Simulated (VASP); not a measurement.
# BeZnSe2: relaxation of cell and atoms with PBEsol

BeZnSe2:

```xyz
8
Lattice="5.3688 0.0000 0.0000 0.0000 -5.3688 0.0000 0.0000 0.0000 -5.3688" Properties=species:S:1:pos:R:3 pbc="T T T"
Be    0.0000   -2.6844   -2.6844
Be    2.6844    0.0000   -2.6844
Zn    2.6844   -2.6844    0.0000
Zn    0.0000    0.0000    0.0000
Se    1.3422   -1.3422   -1.3422
Se    4.0266   -4.0266   -1.3422
Se    4.0266   -1.3422   -4.0266
Se    1.3422   -4.0266   -4.0266
```

The cell was built by a generator and needn't be a form met in nature.

```
Program                : VASP 6.6.1
Task                   : relaxation of cell and atoms
Functional             : PBEsol
Potentials or basis    : VASP PAW PBE potentials, release 64 (Be, Zn, Se)
Cutoff                 : 600 eV
k mesh                 : 6 × 6 × 6
Occupations            : gaussian, width 0.03 eV
Spin                   : no spin polarisation
Further INCAR settings : ALGO = Normal; EDIFF = 1e-06; IBRION = 2; EDIFFG = -0.01; NSW = 90; ISIF = 3
```

```
Relaxed volume                         : 19.57 Å³/atom
Relaxed cell                           : a = 5.367 Å, b = 5.367 Å, c = 5.435 Å, α = 90.00°, β = 90.00°, γ = 90.00°
Space group after relaxing (to 0.05 Å) : P-4m2 (No. 115)
Energy gained by relaxing              : 64.3 meV/atom
Ionic steps                            : 7
Pressure after relaxing                : 0.0 GPa
Largest force after relaxing           : 0.003 eV/Å
Band gap on the k mesh                 : 2.35 eV
```

Forces on the atoms (eV/Å):
```
Be   0.000  0.000  0.000
Be   0.000  0.000  0.000
Zn   0.000  0.000  0.000
Zn   0.000  0.000  0.000
Se   0.000  0.000 -0.003
Se   0.000  0.000 -0.003
Se   0.000  0.000  0.003
Se   0.000  0.000  0.003
```

Step by step:
```tsv
step	energy change (eV)	largest force (eV/Å)	pressure (GPa)	volume (Å³)
1	0.0000	1.8147	2.55	154.75
2	-0.4200	0.5647	-1.84	161.74
3	-0.4325	0.3409	-2.55	163.20
4	-0.5131	0.0014	-0.07	156.75
5	-0.5131	0.0104	-0.01	156.60
6	-0.5140	0.0055	0.02	156.58
7	-0.5147	0.0034	-0.01	156.54
```

Final structure:
```
CELL_PARAMETERS angstrom
5.36684 0.00000 0.00000
0.00000 -5.36684 0.00000
0.00000 0.00000 -5.43492
ATOMIC_POSITIONS crystal
Be 0.00000 0.50000 0.50000
Be 0.50000 0.00000 0.50000
Zn 0.50000 0.50000 0.00000
Zn 0.00000 0.00000 0.00000
Se 0.25000 0.25000 0.27583
Se 0.75000 0.75000 0.27583
Se 0.75000 0.25000 0.72417
Se 0.25000 0.75000 0.72417
```

Levels at points of the mesh, in eV from the valence-band top:
| k point | band 22 | band 23 | band 24 | band 25 | band 26 | band 27 | band 28 | band 29 | band 30 | band 31 |
| --- | --- | --- | --- | --- | --- | --- | --- | --- | --- | --- |
| (0.00, 0.00, 0.00) | -2.52 | -2.29 | -0.33 | 0.00 | 0.00 | 2.35 | 2.55 | 2.55 | 2.62 | 2.80 |
| (0.50, 0.00, 0.00) | -2.85 | -1.60 | -1.60 | -1.36 | -1.36 | 3.60 | 3.60 | 4.35 | 4.35 | 5.42 |
| (0.00, 0.00, 0.50) | -2.66 | -2.08 | -2.08 | -1.06 | -1.06 | 3.13 | 4.15 | 4.71 | 4.88 | 5.55 |
| (0.50, 0.50, 0.00) | -2.83 | -1.64 | -1.64 | -0.71 | -0.71 | 4.20 | 4.20 | 4.96 | 4.96 | 6.01 |
| (0.00, 0.50, 0.50) | -2.93 | -1.38 | -1.38 | -0.84 | -0.84 | 3.92 | 3.92 | 4.84 | 4.84 | 6.24 |
| (0.50, 0.50, 0.50) | -1.16 | -1.02 | -1.02 | -0.60 | -0.60 | 2.71 | 2.71 | 3.45 | 3.45 | 5.43 |

It took 9.2 min on 4 MPI ranks on Intel(R) Xeon(R) Platinum 8375C CPU @ 2.90GHz (Ice Lake) (shared host), peak memory 0.49 GiB a rank.

Caveat: the PAW data sets were made with another functional, which shifts forces and pressure a little. Expect the measured gap to be larger: semilocal functionals such as PBEsol lack the derivative discontinuity.
